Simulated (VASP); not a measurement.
## IrRh$_{3}$ (ordered alloy cell): computed properties

The numbers are results of PBEsol GGA, VASP's PBE PAW potentials (set 64) (plane waves; VASP 6.6.1), not measurements.

space group: R-3m (166)
cell: a = b = 2.680 Å, c = 26.241 Å, α = β = 90.00°, γ = 120.00°
volume per atom: 13.60 Å³/atom
band gap (over mesh and band path): none (metal, semimetal or under 0.01 eV)
density: 15.29 g/cm³

Space group R-3m, hexagonal axes (No. 166); a = b = 2.6799 Å, c = 26.2413 Å, α = β = 90.00°, γ = 120.00°

```tsv
atom	site	symmetry	x	y	z
Rh	6c	3m	0.0000	0.0000	0.2501
Rh	3a	-3m	0.0000	0.0000	0.0000
Ir	3b	-3m	0.0000	0.0000	0.5000
```
(The calculation used a cell of 4 atoms; values per cell refer to that cell.)

Unless said otherwise, spin-orbit coupling is left out, though it shifts the bands of the heavy elements here.

The structure was generated: IrRh3 was put into an ordered model structure (R-3m), which need not be its known phase. It was relaxed first. Symmetry was kept, so distortions that lower it aren't found.
